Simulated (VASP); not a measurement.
## GeAu2 with revPBE + D4: from relaxation to properties

Wanted: the relaxed cell of GeAu2 and its properties. The steps: full relaxation (revPBE + D4), second relaxation, density, ELF and potential (revPBE + D4), bands along the symmetry lines (revPBE + D4), total and projected DOS (revPBE + D4), volume scan with revPBE + D4, fit for revPBE + D4, core levels (revPBE + D4) and relaxing the atoms (revPBE + D4), changed input. The cell is invented: other elements were put on sites of a known structure type. It may not be a known or stable phase.

Calculated with VASP 6.6.1; revPBE with D4; plane waves and PAW (Ge_d, Au); invented cell.

Most raw output is cut from this account.

The database entry behind the starting cell differs from later determinations by our own check (c about 0.5 % long), so it need not match the best structure at ambient conditions.

## Step 1: The structure

Before any relaxation, the start is as follows. The structure is trigonal, space group P-3m1 (No. 164). Conventional cell: a = 3.173 Å, b = 3.173 Å, c = 5.802 Å, α = 90.00°, β = 90.00°, γ = 120.00°. Ge has 6 Au at 2.34 Å nearest. Au has 3 Ge at 2.34 Å nearest. Farther neighbours are not listed.

## Step 2: Full relaxation (revPBE + D4)

Properties are meant for the cell that this level of theory prefers, so cell and atoms are relaxed first (ISIF = 3) until forces and stress are small; EDIFFG sets the threshold. revPBE by itself binds more weakly than PBE and expands cells; dispersion terms fitted to it are the larger for that. A dispersion term adds the long-range attraction that semilocal functionals lack. D4 lets the coefficients depend on atomic charges too.

INCAR reads:

```
SYSTEM = GeAu2
PREC = Accurate
ENCUT = 410
EDIFF = 1E-06
NELM = 100
ISMEAR = -1
SIGMA = 0.05
LREAL = .FALSE.
ALGO = Normal
GGA = RE
IVDW = 13
LORBIT = 11
LWAVE = .FALSE.
LCHARG = .FALSE.
IBRION = 2
NSW = 60
ISIF = 3
EDIFFG = -0.01
```

POSCAR reads:

```
GeAu2
1.0
    3.1734252800      0.0000000000      0.0000000000
   -1.5867126400      2.7482669100      0.0000000000
    0.0000000000      0.0000000000      5.8020201400
Ge Au
1 2
Direct
    0.0000000000      0.0000000000      0.0000000000
    0.3333333300      0.6666666700      0.2500000000
    0.6666666700      0.3333333300      0.7500000000
```

KPOINTS reads:

```
Automatic mesh
0
Gamma
8 8 4
0 0 0
```

The projector-augmented-wave data sets are Ge_d and Au (PBE family, release 64).

Run with:

```
> mpirun -np 1 vasp_std
```

Run time: 8.2 min. Hardware: 1 MPI rank of Intel Xeon Platinum 8488C (Sapphire Rapids), shared host; peak memory 0.19 GiB.

The k-mesh is coarse for a metal. The PAW data sets were made with PBE, which is usual practice but a small mismatch for other functionals. Dispersion corrections of this kind ignore metallic screening and tend to overbind metals. The run keeps the 12 symmetry operations of its start, so it cannot find a distortion of lower symmetry.

Relaxation path (22 of 36):

```
step  energy less that of the first step (eV)  largest force (eV/Å)  pressure (GPa)  volume (Å³)
   1                                   0.0000                5.9744           39.20        50.60
   3                                  -1.7786                0.8488           -6.40        64.51
   4                                  -1.8048                1.0670           -4.89        63.18
   6                                  -1.8116                1.2677           -3.29        62.10
   8                                  -2.4332                0.6834            4.60        52.54
   9                                  -2.4819                0.4401           -0.31        54.39
  11                                  -2.4985                0.0392           -0.63        54.36
  13                                  -2.5029                0.0879           -0.42        54.03
  14                                  -2.5135                0.2343            0.75        52.95
  16                                  -2.5163                0.3067            1.26        52.50
  18                                  -2.5177                0.3523            1.61        52.18
  19                                  -2.5202                0.3697            1.47        52.07
  21                                  -2.5207                0.3827            1.69        51.98
  23                                  -2.5288                0.2842            0.08        52.57
  24                                  -2.5280                0.1499           -1.99        53.45
  26                                  -2.5323                0.1764           -0.64        52.91
  28                                  -2.5354                0.0776            0.13        52.50
  29                                  -2.5359                0.0052           -0.12        52.61
  31                                  -2.5359                0.0065           -0.01        52.57
  33                                  -2.5360                0.0036            0.03        52.53
  34                                  -2.5360                0.0120           -0.06        52.55
  36                                  -2.5360                0.0085            0.03        52.49
```

```
conventional cell, symmetrised  before  after  change
                         a (Å)   3.173  3.091  -2.6 %
                         b (Å)   3.173  3.091  -2.6 %
                         c (Å)   5.802  6.344  +9.3 %
              volume (Å³/atom)   16.87  17.50  +3.7 %
```

The atoms that moved most (Å, as changes of fractional coordinates times the final cell):

```
atom     dx     dy      dz  length
 Au3  0.000  0.000  -0.455   0.455
 Au2  0.000  0.000   0.455   0.455
```

The relaxed structure:

```xyz
3
Lattice="3.0909 0.0000 0.0000 -1.5454 2.6768 0.0000 0.0000 0.0000 6.3443" Properties=species:S:1:pos:R:3 pbc="T T T"
Ge    0.0000    0.0000    0.0000
Au    0.0000    1.7845    2.0406
Au    1.5454    0.8923    4.3037
```

This step gave:

```
electrons                       : 36
bands                           : 22
irreducible k-points            : 35
symmetry operations             : 12
free energy (TOTEN)             : -12.22 eV
energy at zero smearing         : -12.21 eV
Fermi energy                    : 8.729 eV
pressure                        : 0.02858 GPa
metallic                        : yes
SCF cycles over all ionic steps : 252
```

It ends with a largest force of 0.008 eV/Å and a pressure of 0.03 GPa.

## Step 3: Second relaxation

The basis stayed that of the start cell while the cell moved. A rerun from the cell reached resets it; the error of the finite cutoff stays.

INCAR is that of step 2.

POSCAR reads:

```
GeAu2
1.0
    3.0908952756      0.0000000000      0.0000000000
   -1.5454476378      2.6767938295      0.0000000000
    0.0000000000      0.0000000000      6.3443455217
Ge Au
1 2
Direct
    0.0000000000      0.0000000000      0.0000000000
    0.3333333300      0.6666666700      0.3216473570
    0.6666666700      0.3333333300      0.6783526430
```

KPOINTS is that of step 2.

Run with:

```
> mpirun -np 1 vasp_std
```

It took 50 s on 1 MPI rank; peak memory 0.17 GiB.

Little changed from the start: no atom moved by 0.005 Å and no cell edge by 0.1 %.

This step gave:

| Property | Result |
| --- | --- |
| energy at zero smearing | -12.22 eV |
| Fermi energy | 8.716 eV |
| pressure | -0.03143 GPa |
| SCF cycles over all ionic steps | 24 |

It ends with a largest force of 0.008 eV/Å and a pressure of -0.03 GPa. The volume moved by only 0.09 %, so the volume is settled.

## Step 4: Density, ELF and potential (revPBE + D4)

A single point on the relaxed cell gives a clean self-consistent state, with density, ELF and potential written out.

INCAR: that of step 3 with these lines changed.

```diff
@@ -13,6 +13,5 @@
 LWAVE = .FALSE.
-LCHARG = .FALSE.
-IBRION = 2
-NSW = 60
-ISIF = 3
-EDIFFG = -0.01
+LCHARG = .TRUE.
+ISIF = 2
+LELF = .TRUE.
+LVHAR = .TRUE.
```

POSCAR reads:

```
GeAu2
1.0
    3.0912098173      0.0000000000      0.0000000000
   -1.5456049087      2.6770662306      0.0000000000
    0.0000000000      0.0000000000      6.3488911814
Ge Au
1 2
Direct
    0.0000000000      0.0000000000      0.0000000000
    0.3333333300      0.6666666700      0.3216872035
    0.6666666700      0.3333333300      0.6783127965
```

KPOINTS is that of step 3.

Run with:

```
> mpirun -np 1 vasp_std
```

Elapsed: 27 s, on 1 MPI rank; peak memory 0.16 GiB.

Numbers from this step:

```yaml
scf_cycles: 13
pressure: -0.03124 GPa
```

Valence electrons inside each PAW sphere by angular momentum. Sphere charges, by row:

```
atom  s (e)  p (e)  d (e)  tot (e)
 Ge1  1.217  0.973  10.06    12.25
 Au2  0.581  0.344  8.744    9.669
 Au3  0.581  0.344  8.744    9.669
```

ELF in the ac plane at fractional y = 0.000, with atoms of Ge within 0.2 Å of it. It is the smooth field of the valence electrons, not physical close to the nuclei.

Ten even steps from '_' (0.10) to '@' (0.49), each cell a mean:
```
--::--##@@%%##++==++##%%@@##--::
==++##@@@@##**++==++**##@@@@##++
@@@@@@@@%%##**======**##%%@@@@@@
%%######**++==========++**######
++++++++====++++++++++====++++++
--------==++**********++==------
....::--==****##**##****==--::..
....::--==**************==--::..
__....::==++**********++==::....
____..::--==++++++++++==--::..__
______..::----======----::..____
______..::::----------::::..____
______..::------==------::..____
____..::--====++++++====--::..__
____..::==++**********++==::..__
....::--==**************==--::..
....::--==**************==--::..
::::::--==++****##****++==--::::
++++========++++++++++========++
######****++==========++****####
@@@@@@%%##**++======++**##%%@@@@
++**%%@@@@##**++==++**##@@@@%%**
--::==%%@@%%##++==++##%%@@%%==::
@@--::**@@%%##++==++##%%@@**::--
```
Columns run along a (3.1 Å), rows up along c (6.3 Å). Atoms in or near the plane, at fractional coordinates: Ge at (0.00, 0.00).

Electrostatic potential energy in the ac plane at fractional y = 0.000, with atoms of Ge within 0.2 Å of it. With pseudopotentials it is smooth inside the atoms' cores, unlike the true potential.

Values in eV, 24 rows by 16 columns, each cell a mean:
```
-52 -52 -51 -39 -25  -9  -2  -1   1  -1  -2  -9 -25 -39 -51 -52
-47 -46 -39 -29 -16  -4  -1   0   1   0  -1  -4 -16 -29 -39 -46
-31 -29 -23 -14  -5  -2   0   1   1   1   0  -2  -5 -14 -23 -29
 -7  -6  -4  -2  -2  -1   0   0   0   0   0  -1  -2  -2  -4  -6
 -1  -1  -1  -1  -1  -1  -1  -3  -3  -3  -2  -1  -1  -1  -1  -1
  1   1   1   0   0  -2  -7 -10 -11 -10  -7  -3   0   0   1   1
  2   2   1   0  -1  -7 -14 -19 -21 -19 -14  -7  -2   0   1   2
  2   2   1   0  -2  -8 -15 -21 -23 -21 -15  -8  -2   0   1   2
  3   3   2   0  -1  -6 -12 -17 -19 -17 -12  -6  -1   1   2   2
  3   3   2   1   0  -1  -4  -7  -9  -7  -4  -1   1   1   2   3
  3   3   3   2   1   0  -1  -1  -2  -1  -1   0   1   2   3   3
  3   3   3   3   2   1   0  -1  -1  -1   0   1   2   3   3   3
  3   3   3   2   1   0   0  -1  -1  -1   0   0   1   2   3   3
  3   3   3   2   1  -1  -3  -6  -7  -6  -3  -1   1   2   3   3
  3   3   2   1   0  -4 -10 -14 -16 -14 -10  -4   0   1   2   3
  2   2   1   0  -2  -8 -15 -21 -23 -21 -15  -8  -2   0   1   2
  2   2   1   0  -2  -7 -14 -20 -22 -20 -14  -8  -2   0   1   2
  2   2   1   0  -1  -4  -9 -13 -15 -13  -9  -4  -1   0   1   2
  0   0   0   0  -1  -1  -2  -4  -4  -4  -2  -1  -1   0   0   0
 -5  -5  -3  -2  -1  -1   0   0   0   0   0  -1  -1  -2  -3  -5
-23 -21 -16  -8  -3  -2   0   1   1   1   0  -2  -3  -8 -16 -21
-45 -43 -37 -27 -13  -3  -1   1   1   1  -1  -3 -13 -27 -37 -43
-52 -52 -49 -38 -24  -8  -2   0   1   0  -2  -8 -24 -38 -49 -52
-52 -52 -52 -43 -29 -11  -2  -1   1  -1  -2 -11 -29 -43 -52 -52
```
Columns run along a (3.1 Å; values clipped at the 3rd and 97th percentile), rows up along c (6.3 Å). Atoms in or near the plane, at fractional coordinates: Ge at (0.00, 0.00).

Valence density in the ac plane at fractional y = 0.000, with atoms of Ge within 0.2 Å of it. It is the smooth field of the valence electrons, not physical close to the nuclei.

Values in e/Å³, 24 rows by 16 columns, each cell a mean:
```
15 12  8  3  1  0  0  0  0  0  0  0  1  3  8 12
 7  6  3  1  1  0  0  0  0  0  0  0  1  1  3  6
 2  2  1  1  0  0  0  0  0  0  0  0  0  1  1  2
 0  0  0  0  0  0  0  0  0  0  0  0  0  0  0  0
 0  0  0  0  0  0  0  0  0  0  0  0  0  0  0  0
 0  0  0  0  0  0  1  1  1  1  1  0  0  0  0  0
 0  0  0  0  0  1  1  1  1  1  1  1  0  0  0  0
 0  0  0  0  0  1  1  1  1  1  1  1  0  0  0  0
 0  0  0  0  0  0  1  1  1  1  1  0  0  0  0  0
 0  0  0  0  0  0  0  1  1  1  0  0  0  0  0  0
 0  0  0  0  0  0  0  0  0  0  0  0  0  0  0  0
 0  0  0  0  0  0  0  0  0  0  0  0  0  0  0  0
 0  0  0  0  0  0  0  0  0  0  0  0  0  0  0  0
 0  0  0  0  0  0  0  0  1  0  0  0  0  0  0  0
 0  0  0  0  0  0  1  1  1  1  1  0  0  0  0  0
 0  0  0  0  0  1  1  1  1  1  1  1  0  0  0  0
 0  0  0  0  0  1  1  1  1  1  1  1  0  0  0  0
 0  0  0  0  0  0  1  1  1  1  1  0  0  0  0  0
 0  0  0  0  0  0  0  0  0  0  0  0  0  0  0  0
 0  0  0  0  0  0  0  0  0  0  0  0  0  0  0  0
 1  1  1  0  0  0  0  0  0  0  0  0  0  0  1  1
 5  5  3  1  0  0  0  0  0  0  0  0  0  1  3  5
13 11  7  3  1  0  0  0  0  0  0  0  1  3  7 11
18 16 10  4  1  0  0  0  0  0  0  0  1  4 10 16
```
Columns run along a (3.1 Å), rows up along c (6.3 Å). Atoms in or near the plane, at fractional coordinates: Ge at (0.00, 0.00).

In this run the pressure is -0.03 GPa, small enough to go on.

## Step 5: Bands along the symmetry lines (revPBE + D4)

Levels along the symmetry lines show where the bands peak and cross; KPOINTS_OPT computes them in the converged potential.

INCAR: that of step 4 with these lines changed.

```diff
@@ -13,5 +13,2 @@
 LWAVE = .FALSE.
-LCHARG = .TRUE.
-ISIF = 2
-LELF = .TRUE.
-LVHAR = .TRUE.
+LCHARG = .FALSE.
```

POSCAR is that of step 4.

KPOINTS is that of step 4.

KPOINTS_OPT reads:

```
Line mode
16
Line-mode
Reciprocal
  0.00000000   0.00000000   0.00000000 GAMMA
  0.50000000   0.00000000   0.00000000 M

  0.50000000   0.00000000   0.00000000 M
  0.33333333   0.33333333   0.00000000 K

  0.33333333   0.33333333   0.00000000 K
  0.00000000   0.00000000   0.00000000 GAMMA

  0.00000000   0.00000000   0.00000000 GAMMA
  0.00000000   0.00000000   0.50000000 A

  0.00000000   0.00000000   0.50000000 A
  0.50000000   0.00000000   0.50000000 L

  0.50000000   0.00000000   0.50000000 L
  0.33333333   0.33333333   0.50000000 H

  0.33333333   0.33333333   0.50000000 H
  0.00000000   0.00000000   0.50000000 A

  0.50000000   0.00000000   0.50000000 L
  0.50000000   0.00000000   0.00000000 M

  0.33333333   0.33333333   0.00000000 K
  0.33333333   0.33333333   0.50000000 H
```

Run with:

```
> mpirun -np 1 vasp_std
```

Run time: 85 s. Hardware: 1 MPI rank; peak memory 0.18 GiB.

Spin-orbit coupling is off here; with elements this heavy it splits and shifts levels by tenths of an eV or more.

Electronic bands along the path, in eV, zero at the Fermi level; # counts the bands kept:

```
          point    #10    #11    #12    #13   #14   #15
              Γ  -3.70  -3.70  -3.17  -3.17  7.03  7.03
0.47 of the way  -3.56  -3.21  -3.02  -1.95  1.97  5.15
              M  -2.56  -2.28  -1.82  -0.51  0.90  2.50
0.47 of the way  -3.04  -2.36  -1.59   0.58  0.67  1.89
              K  -3.39  -2.73  -1.38  -1.38  3.01  3.49
0.47 of the way  -3.47  -2.87  -2.08  -1.40  0.82  2.53
              Γ  -3.70  -3.70  -3.17  -3.17  7.03  7.03
0.47 of the way  -3.69  -3.24  -3.15  -3.15  4.28  6.92
              A  -3.67  -3.11  -3.11  -1.70  2.06  6.80
0.47 of the way  -3.58  -3.51  -3.10   0.50  1.85  3.29
              L  -3.11  -2.71  -2.57  -0.84  0.33  4.26
0.47 of the way  -3.00  -2.33  -1.97  -0.39  0.44  1.57
              H  -3.44  -1.53  -1.36  -1.36  1.30  1.34
0.53 of the way  -3.69  -3.08  -3.08   1.14  1.37  3.37
              A  -3.67  -3.11  -3.11  -1.70  2.06  6.80
      jump to L  -3.11  -2.71  -2.57  -0.84  0.33  4.26
0.47 of the way  -2.71  -2.57  -1.84  -0.85  0.45  3.57
              M  -2.56  -2.28  -1.82  -0.51  0.90  2.50
      jump to K  -3.39  -2.73  -1.38  -1.38  3.01  3.49
0.47 of the way  -3.51  -2.19  -1.37  -1.37  2.14  2.14
              H  -3.44  -1.53  -1.36  -1.36  1.30  1.34
```

Of the projections kept (Ge, Au), the largest for each band there; the rest of the weight can lie on other orbitals:

```
point      #10      #11      #12      #13      #14      #15
    Γ  Au 1.00  Au 1.00  Au 0.99  Au 0.99  Ge 0.92  Ge 0.92
    M  Au 1.00  Au 0.92  Au 0.78  Au 0.81  Au 0.81  Au 0.83
    K  Au 0.99  Au 0.74  Au 0.81  Au 0.81  Au 0.62  Au 0.88
    Γ  Au 1.00  Au 1.00  Au 0.99  Au 0.99  Ge 0.92  Ge 0.92
    A  Au 1.00  Au 0.99  Au 0.99  Au 0.57  Au 0.80  Ge 0.93
    L  Au 0.87  Au 1.00  Au 1.00  Au 0.89  Au 0.96  Ge 0.76
```

There is no gap at this level.

## Step 6: Total and projected DOS (revPBE + D4)

Here the states are counted by energy and projected on the atoms. The mesh is finer than in the run before.

INCAR: that of step 5 with these lines changed.

```diff
@@ -5,3 +5,3 @@
 NELM = 100
-ISMEAR = -1
+ISMEAR = -5
 SIGMA = 0.05
@@ -14 +14,2 @@
 LCHARG = .FALSE.
+NEDOS = 2001
```

POSCAR is that of step 5.

KPOINTS reads:

```
Automatic mesh
0
Gamma
12 12 5
0 0 0
```

Run with:

```
> mpirun -np 1 vasp_std
```

Wall time 50 s (1 MPI rank); peak memory 0.19 GiB.

With tetrahedra the forces and stress of a metal are not exact derivatives of the energy.

Numbers from this step:

```
irreducible k-points   : 81
free energy (TOTEN)    : -12.21 eV
Fermi energy           : 8.826 eV
pressure               : 0.2528 GPa
DOS at the Fermi level : 0.8271 states/eV/cell
```

The density of states has structure finer than the step of the table below, so its rows give means over 0.25 eV, whole bins alone (the curve runs from -12.0 to 3.38 eV). Peaks (eV: height): total -6.302: 5.27, -5.986: 5.69, -5.669: 5.24, -4.758: 9.94, -4.659: 11.2, -3.630: 7.80, -3.194: 6.63; Au d -5.986: 3.90, -5.669: 3.85, -4.758: 8.25, -4.659: 9.56, -4.382: 4.20, -3.630: 6.59, -3.194: 5.98.

States under -12.0 eV and over 3.4 eV are left out. Table of density of states by energy, zero at the Fermi level; means over each step; values in states/eV/cell:

```
energy (eV)  total     Au d
     -11.75  0.379  0.00518
     -11.50  0.376  0.00768
     -11.25  0.398   0.0105
     -11.00  0.393   0.0145
     -10.75  0.410   0.0186
     -10.50  0.424   0.0238
     -10.25  0.434   0.0310
     -10.00  0.455   0.0380
      -9.75  0.483   0.0478
      -9.50  0.525   0.0652
      -9.25  0.585   0.0842
      -9.00  0.704    0.118
      -8.75   1.08    0.208
      -8.50  0.664    0.122
      -8.25  0.622    0.118
      -8.00  0.249   0.0190
      -7.75  0.273   0.0192
      -7.50  0.356   0.0389
      -7.25  0.434   0.0648
      -7.00   1.18    0.399
      -6.75   1.87    0.767
      -6.50   3.04     1.59
      -6.25   4.48     2.78
      -6.00   4.96     3.38
      -5.75   4.12     3.01
      -5.50   2.64     1.91
      -5.25   5.54     4.12
      -5.00   7.42     5.88
      -4.75   8.94     7.46
      -4.50   4.04     3.37
      -4.25   3.84     3.06
      -4.00   3.99     3.22
      -3.75   6.39     5.45
      -3.50   5.58     4.72
      -3.25   5.22     4.60
      -3.00   3.48     3.08
      -2.75   2.70     2.32
      -2.50   2.88     2.28
      -2.25   1.23    0.832
      -2.00   1.07    0.633
      -1.75   1.43    0.809
      -1.50   1.61    0.810
      -1.25   1.45    0.618
      -1.00   1.53    0.579
      -0.75   1.68    0.583
      -0.50   1.07    0.335
      -0.25  0.617    0.168
       0.00  0.838    0.214
       0.25  0.849    0.210
       0.50   1.14    0.269
       0.75  0.975    0.224
       1.00  0.765    0.171
       1.25  0.825    0.174
       1.50   1.03    0.212
       1.75   1.05    0.208
       2.00   1.16    0.222
       2.25   1.22    0.222
       2.50  0.931    0.157
       2.75  0.847    0.134
       3.00  0.964    0.159
       3.25   1.07    0.170
```

The finer mesh and the other smearing move the Fermi level by +0.11 eV from the 8×8×4 run, one measure of the sampling error in the zero of the bands above.

## Step 7: Volume scan with revPBE + D4

An equation of state needs energies on both sides of the minimum, all on one mesh and cutoff.

INCAR: that of step 6 with these lines changed.

```diff
@@ -5,3 +5,3 @@
 NELM = 100
-ISMEAR = -5
+ISMEAR = -1
 SIGMA = 0.05
@@ -14,2 +14,2 @@
 LCHARG = .FALSE.
-NEDOS = 2001
+ISIF = 2
```

POSCAR reads:

```
GeAu2
1.0
    3.0281061962      0.0000000000      0.0000000000
   -1.5140530981      2.6224168916      0.0000000000
    0.0000000000      0.0000000000      6.2192856070
Ge Au
1 2
Direct
    0.0000000000      0.0000000000      0.0000000000
    0.3333333300      0.6666666700      0.3216872035
    0.6666666700      0.3333333300      0.6783127965
```

KPOINTS reads:

```
Automatic mesh
0
Gamma
8 8 4
0 0 0
```

Run with:

```
> mpirun -np 1 vasp_std
```

Run time: 19 s. Hardware: 1 MPI rank; peak memory 0.16 GiB.

The scan keeps the cell's shape and the fractional positions fixed.

Numbers from this step:

```yaml
irreducible_k_points: 35
free_energy_toten: -12.14 eV
energy_at_zero_smearing: -12.13 eV
fermi_energy: 9.659 eV
pressure: 8.971 GPa
```

The pressure here is 8.97 GPa.

## Step 8: Volume scan with revPBE + D4 (run 2)

INCAR is that of step 7.

POSCAR reads:

```
GeAu2
1.0
    3.0494315903      0.0000000000      0.0000000000
   -1.5247157952      2.6408852247      0.0000000000
    0.0000000000      0.0000000000      6.2630848361
Ge Au
1 2
Direct
    0.0000000000      0.0000000000      0.0000000000
    0.3333333300      0.6666666700      0.3216872035
    0.6666666700      0.3333333300      0.6783127965
```

KPOINTS is that of step 7.

Run with:

```
> mpirun -np 1 vasp_std
```

Elapsed: 26 s, on 1 MPI rank; peak memory 0.16 GiB.

Numbers from this step:

- free energy (TOTEN): -12.18 eV
- energy at zero smearing: -12.18 eV
- Fermi energy: 9.327 eV
- pressure: 5.566 GPa

The pressure falls from 8.97 to 5.57 GPa.

The run ends at a pressure of 5.57 GPa, with forces up to 0.023 eV/Å.

[end of part 1 of 2]

[Lines on the potential files, build, host, timing and source positions are cut from VASP's logs without a mark.]

[Logs are printed without paths, hosts, clocks, repeated set-up lines and the standing remarks that a program may print on its own settings, such as how far it seeks lower states.]

[Hosts, paths, dates, database ids (printed as entryN), source tags and the programs' standing remarks are cut or masked in the printed files.]

[A measured line is paired with the nearest computed mode of its activity, which favours agreement.]
